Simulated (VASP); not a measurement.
# GW-BSE spectrum of NaCl, part 3 of 3

Wanted: the lowest vertical excitons of NaCl and its absorption. The cell is of the rock-salt type, one of the forms listed for this formula, which need not be the common one. The start is a cell from a database of measured crystal structures.

VASP 6.6.1, plane waves and PAW; the level of theory is named at each step.

So far, quasiparticle gap on the mesh (eV): step 4 (G0W0) 7.90.

The database entry behind the starting cell differs from later determinations by our own check (an axis about 0.4 % short against later determinations), so it need not match the best structure at ambient conditions.

### 6. Without the electron-hole attraction

This step: BSE on G0W0 on PBE, without the electron-hole attraction; plane waves and PAW (Na_sv_GW, Cl_GW) (VASP 6.6.1).

LADDER = .FALSE. removes the attraction and keeps the local fields, which shows what the attraction does.

INCAR

```
SYSTEM = NaCl
PREC = Accurate
ENCUT = 400
ISMEAR = 0
SIGMA = 0.01
LREAL = .FALSE.
GGA = PE
NBANDS = 104
ALGO = BSE
NBANDSO = 4
NBANDSV = 4
OMEGAMAX = 25
NEDOS = 1000
CSHIFT = 0.1
PRECFOCK = Fast
LWAVE = .FALSE.
LCHARG = .FALSE.
ENCUTGW = 100
ANTIRES = 0
LADDER = .FALSE.
```

POSCAR

```
NaCl
1.0
    0.0000000000      2.8100000000      2.8100000000
    2.8100000000      0.0000000000      2.8100000000
    2.8100000000      2.8100000000      0.0000000000
Na Cl
1 1
Direct
    0.0000000000      0.0000000000      0.0000000000
    0.5000000000      0.5000000000      0.5000000000
```

KPOINTS

```
Automatic mesh
0
Gamma
6 6 6
0 0 0
```

The projector-augmented-wave data sets are Na_sv_GW and Cl_GW (PBE family, release 64).

The run is started by

```sh
$ mpirun -np 8 vasp_std
```

Output:

```text
[banner, memory and clock lines left out]
 LDA part: xc-table for (Slater+PW92), standard interpolation
 found WAVECAR, reading the header
 POSCAR, INCAR and KPOINTS ok, starting setup
 FFT: planning ... GRIDC
 FFT: planning ... GRID_SOFT
 FFT: planning ... GRID
 reading WAVECAR
 the WAVECAR file was read successfully
 initial charge from wavefunction
 available memory per node:     60.66 GB, setting MAXMEM to     62114

 Doing            0  frequencies on each core in blocks of            0
 parallelization over k-points
 Using distributed matrix
 Using distributed eigensolver
 allocating two-electron 4 orbital integral table    4    4    4    4
 BSE setting up matrix
 available memory per node:     60.55 GB, setting MAXMEM to     62000
 Calculate matrix elements of the BSE Hamiltonian:
 Workload is divided into blocks of two-electron 4 orbital integrals computed in
  parallel.
 Each block/integral has dimensions  of (   4,   4,   4,   4) orbitals
 Total number of blocks/integrals:                23436
 Number of spins:                                     1
 Number of kpoints:                                 216
 Spin channel:                                        1
  Number of blocks of unoccupied bands:               1
  Number of blocks of occupied bands:                 1
 Number of rows/columns of blocks:                  216

                                                        Time (sec)
               Integrals                 Ranks       Real         CPU
  [         1 -       1728/     23436]     8         1.55        0.00
  [      1729 -       3456/     23436]     8         3.16        0.00
  [      3457 -       5184/     23436]     8         4.50        0.00
  [      5185 -       6912/     23436]     8         5.98        0.00
  [      6913 -       8640/     23436]     8         7.50        0.00
  [      8641 -      10368/     23436]     8         9.14        0.00
  [     10369 -      12096/     23436]     8        10.82        0.00
  [     12097 -      13824/     23436]     8        12.46        0.00
  [     13825 -      15552/     23436]     8        14.10        0.00
  [     15553 -      17280/     23436]     8        15.70        0.00
  [     17281 -      19008/     23436]     8        17.34        0.00
  [     19009 -      20736/     23436]     8        18.90        0.00
  [     20737 -      22464/     23436]     8        20.48        0.00
  [     22465 -      23328/     23436]     8        21.23        0.00
  [     23329 -      23436/     23436]     8        21.40        0.00

[... 7 parts as in an earlier step ...]
```

Run time: 34 s. Hardware: 8 MPI ranks of Intel Xeon Platinum 8259CL at 2.50GHz (Skylake/Cascade Lake), shared host; peak memory 2.2 GiB; 4.1 min of CPU time.

Parts of OUTCAR (step 6):

```text
   NELECT =      16.0000    total number of electrons

 E-fermi :   1.2815

[... 8 parts as in an earlier step ...]

[... 2 further parts left out ...]
```

This step gave:

```
lowest excitation : 7.898 eV
```

The imaginary dielectric function, xx has structure finer than the step of the table below, so its rows give means over 0.5 eV, whole bins alone (the curve runs from 0 to 25 eV). Peaks (eV: height): 10.71: 2.99, 11.14: 3.68, 12.46: 2.88, 14.76: 3.52, 15.84: 6.19, 17.67: 11.8.

From 4 filled and 4 empty bands alone, without any pair above OMEGAMAX = 25 eV, so strength is missing wherever others contribute; lines are broadened by CSHIFT, which also makes the tail under the first line. The imaginary dielectric function, xx by photon energy; means over each step:

```
photon energy (eV)  imaginary dielectric function, xx
               0.5                             6.2e-4
               1.0                            0.00126
               1.5                            0.00194
               2.0                            0.00262
               2.5                            0.00341
               3.0                            0.00428
               3.5                            0.00529
               4.0                            0.00645
               4.5                            0.00787
               5.0                            0.00962
               5.5                             0.0119
               6.0                             0.0151
               6.5                             0.0201
               7.0                             0.0295
               7.5                             0.0742
               8.0                              0.257
               8.5                              0.248
               9.0                              0.984
               9.5                              0.687
              10.0                               1.33
              10.5                               1.87
              11.0                               2.38
              11.5                               2.74
              12.0                               2.18
              12.5                               2.33
              13.0                               1.81
              13.5                               1.26
              14.0                               1.70
              14.5                               2.03
              15.0                               2.15
              15.5                               2.13
              16.0                               3.66
              16.5                               2.82
              17.0                               2.03
              17.5                               4.93
              18.0                               2.20
              18.5                              0.390
              19.0                              0.116
              19.5                             0.0660
              20.0                             0.0445
              20.5                             0.0337
              21.0                             0.0376
              21.5                             0.0281
              22.0                             0.0367
              22.5                             0.0482
              23.0                             0.0273
              23.5                             0.0479
              24.0                             0.0332
              24.5                             0.0346
```

The lowest excitation lies at 7.898 eV, +994 meV against the Tamm-Dancoff singlet. No second mesh in this session tests these energies, peaks and heights.

### 7. Independent quasiparticles

This step: BSE on G0W0 on PBE, independent quasiparticles; plane waves and PAW (Na_sv_GW, Cl_GW) (VASP 6.6.1).

With LADDER and LHARTREE off the pairs don't interact at all, so the lowest line must equal the direct gap.

INCAR: that of step 6 with these lines changed.

```diff
@@ -20 +20,2 @@
 LADDER = .FALSE.
+LHARTREE = .FALSE.
```

POSCAR is that of step 6.

KPOINTS is that of step 6.

The run is started by

```sh
$ mpirun -np 8 vasp_std
```

Output:

```text
[banner, memory and clock lines left out]
 LDA part: xc-table for (Slater+PW92), standard interpolation
 found WAVECAR, reading the header
 POSCAR, INCAR and KPOINTS ok, starting setup
 FFT: planning ... GRIDC
 FFT: planning ... GRID_SOFT
 FFT: planning ... GRID
 reading WAVECAR
 the WAVECAR file was read successfully
 initial charge from wavefunction
 available memory per node:     61.50 GB, setting MAXMEM to     62980

 Doing            0  frequencies on each core in blocks of            0
 parallelization over k-points
 Using distributed matrix
 Using distributed eigensolver
 allocating two-electron 4 orbital integral table    4    4    4    4
 BSE setting up matrix
 available memory per node:     61.52 GB, setting MAXMEM to     62996
 Calculate matrix elements of the BSE Hamiltonian:
 Workload is divided into blocks of two-electron 4 orbital integrals computed in
  parallel.
 Each block/integral has dimensions  of (   4,   4,   4,   4) orbitals
 Total number of blocks/integrals:                23436
 Number of spins:                                     1
 Number of kpoints:                                 216
 Spin channel:                                        1
  Number of blocks of unoccupied bands:               1
  Number of blocks of occupied bands:                 1
 Number of rows/columns of blocks:                  216

                                                        Time (sec)
               Integrals                 Ranks       Real         CPU
  [         1 -       1728/     23436]     8         0.35        0.00
  [      1729 -       3456/     23436]     8         0.59        0.00
  [      3457 -       5184/     23436]     8         0.77        0.00
  [      5185 -       6912/     23436]     8         0.99        0.00
  [      6913 -       8640/     23436]     8         1.22        0.00
  [      8641 -      10368/     23436]     8         1.44        0.00
  [     10369 -      12096/     23436]     8         1.66        0.00
  [     12097 -      13824/     23436]     8         1.89        0.00
  [     13825 -      15552/     23436]     8         2.13        0.00
  [     15553 -      17280/     23436]     8         2.37        0.00
  [     17281 -      19008/     23436]     8         2.60        0.00
  [     19009 -      20736/     23436]     8         2.85        0.00
  [     20737 -      22464/     23436]     8         3.08        0.00
  [     22465 -      23328/     23436]     8         3.18        0.00
  [     23329 -      23436/     23436]     8         3.20        0.00

[... 7 parts as in an earlier step ...]
```

Run time: 17 s. Hardware: 8 MPI ranks; peak memory 2.1 GiB; 2 min of CPU time.

From OUTCAR (step 7):

```text
   NELECT =      16.0000    total number of electrons

 E-fermi :   1.2815

[... 8 parts as in an earlier step ...]

[... 2 further parts left out ...]
```

This step gave:

```
lowest excitation : 7.895 eV
```

The imaginary dielectric function, xx has structure finer than the step of the table below, so its rows give means over 1 eV, whole bins alone (the curve runs from 0 to 25 eV). Peaks (eV: height): 10.6: 3.28, 11.1: 4.67, 12.0: 3.89, 12.5: 5.71, 14.1: 4.55, 14.6: 4.35, 15.5: 3.82.

From 4 filled and 4 empty bands alone, without any pair above OMEGAMAX = 25 eV, so strength is missing wherever others contribute; lines are broadened by CSHIFT, which also makes the tail under the first line. The imaginary dielectric function, xx by photon energy; means over each step:

photon energy (eV), imaginary dielectric function, xx and a bar:
```
        1       0.00 
        2       0.00 
        3       0.01 
        4       0.01 
        5       0.01 
        6       0.02 
        7       0.04 
        8       0.20 ##
        9       0.89 #######
       10       1.41 ###########
       11       3.00 #######################
       12       3.45 ##########################
       13       3.47 ###########################
       14       3.93 ##############################
       15       2.87 ######################
       16       1.31 ##########
       17       0.64 #####
       18       0.10 #
       19       0.03 
       20       0.02 
       21       0.01 
       22       0.01 
       23       0.01 
       24       0.01
```

The lowest excitation lies at 7.895 eV, +992 meV against the Tamm-Dancoff singlet. No second mesh in this session tests these energies, peaks and heights.

### 8. Summary

This step: BSE on G0W0 on PBE; plane waves and PAW (VASP 6.6.1).

No new run; the numbers come from the runs before.

Cost is wall time times ranks on a shared host, for this step alone, without the steps before it. Excitations by level:

| level | first excitation (eV) | cost (core minutes) |
| --- | --- | --- |
| BSE, Tamm-Dancoff | 6.904 | 7.07 |
| without the electron-hole attraction | 7.898 | 4.53 |
| independent quasiparticles | 7.895 | 2.24 |

### 9. Summary of results

```json
{
 "BSE, Tamm-Dancoff": "lowest vertical excitation 6.904 eV; direct gap 7.895 eV",
 "without the electron-hole attraction": "lowest vertical excitation 7.898 eV; direct gap 7.895 eV",
 "independent quasiparticles": "lowest vertical excitation 7.895 eV; direct gap 7.895 eV"
}
```

In words: The Bethe-Salpeter equation puts the lowest vertical singlet excitation at 6.904 eV, 0.99 eV below the direct gap of 7.895 eV; the states within 10 meV of it carry 72 % of the strength of the strongest such group among the lowest 40 states. The attraction moves the centre of weight of eps2 xx over the computed range by -3.62 eV against the run without the attraction. The spectra were run on one mesh, so the distance from the gap isn't shown to be converged; coarse meshes tend to overstate it. Bands, response cutoff and mesh of the GW step weren't tested in this session. Only the bands set by NBANDSO and NBANDSV form pairs, and any pair above OMEGAMAX = 25 eV is dropped, so the spectrum is that of this window; the window can cut degenerate bands. Not tabulated here, as repeats of values shown or as unfit to read for their mesh, reference level or band range: eps2 curves (empty bands); eps1 curves and static values (BSE, empty bands, independent quasiparticles, without the electron-hole attraction); line lists of runs without attraction (independent quasiparticles, without the electron-hole attraction).

[Lines on the potential files, build, host, timing and source positions are cut from VASP's logs without a mark.]

[Logs are printed without paths, hosts, clocks, repeated set-up lines and the standing remarks that a program may print on its own settings, such as how far it seeks lower states.]

[Hosts, paths, dates, database ids (printed as entryN), source tags and the programs' standing remarks are cut or masked in the printed files.]

[Pressures printed for these runs are not shown converged in the cutoff: they can be off by several GPa and have the wrong sign.]

[In band tables of VASP the shares of atoms and orbitals are scaled to a sum of 1 inside the atoms' spheres.]
